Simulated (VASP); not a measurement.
Data:

```xyz
2
Lattice="0.0000 3.0244 3.0244 3.0244 0.0000 3.0244 3.0244 3.0244 0.0000" Properties=species:S:1:pos:R:3 pbc="T T T"
Sn     3.0244     3.0244     3.0244
Sb     3.0244     0.0000     3.0244
```

These are LDA (Ceperley-Alder, Perdew-Zunger), VASP's LDA PAW potentials (set 64) (plane waves; VASP) values and carry that method's errors. Numerical set-up: 400 eV cut-off, Gaussian smearing of 0.050 eV, potentials Sn_d Sb.

### Question
Give the energies of bands 7 to 12 at the high-symmetry points, in eV from the Fermi level.

### Answer

```
band      Γ      X      U      L      W
----  -----  -----  -----  -----  -----
7     -2.22  -5.56  -7.16  -8.28  -7.13
8     -0.80  -5.34  -4.86  -0.14  -4.42
9     -0.80  -3.00  -2.38  -0.14  -4.42
10    -0.80  -3.00  -1.70   0.90   1.09
11     4.67   2.51   4.43   0.90   1.81
12     4.67   7.04   4.67   1.31   5.71
```

It has no gap at this level: it comes out as a metal or semimetal.

The structure comes from a computed database's SnSb entry (Fm-3m); how it stands against other phases isn't given here. It was relaxed first. The electron count is odd and the run is not spin-polarised, which forces a metal.
